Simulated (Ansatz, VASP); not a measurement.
## Be5Sn in VASP and in Ansatz

```
CELL_PARAMETERS angstrom
4.61026 0.00000 0.00000
-2.30513 3.99261 0.00000
0.00000 0.00000 3.60516
ATOMIC_POSITIONS crystal
Be 0.33333 0.66667 0.00000
Be 0.66667 0.33333 0.00000
Be 0.50000 0.00000 0.50000
Be 0.50000 0.50000 0.50000
Be 0.00000 0.50000 0.50000
Sn 0.00000 0.00000 0.00000
```

Alike in both runs: functional PBEsol; k mesh 6 × 6 × 6; occupations gaussian, width 0.1 eV; no spin polarisation.

Ansatz relaxed the structure, and its values are those at the end. VASP's run is a single point on that final structure, the one shown.

|  | VASP | Ansatz |
| --- | --- | --- |
| version | VASP 6.6.1 | Ansatz 0.2.0 |
| potentials or method | VASP PAW PBE potentials, release 64 (Be, Sn_d) | scalar-relativistic, plane waves, PAW |
| plane-wave cutoff (eV) | 520 | 420 |
| valence electrons in the cell | 24 | 24 |

```csv
,VASP,Ansatz,Ansatz less VASP
gap on the k mesh at the Fermi level (eV),none,none,-
pressure (GPa),0.0,-0.1,-0.16
```

A gap of «none» marks a metal or a gap that the smearing closes. With one functional, cell and mesh, what is left measures potentials, basis and numerics.

Caveats: the PAW data sets were made with another functional, which shifts forces and pressure a little (VASP).
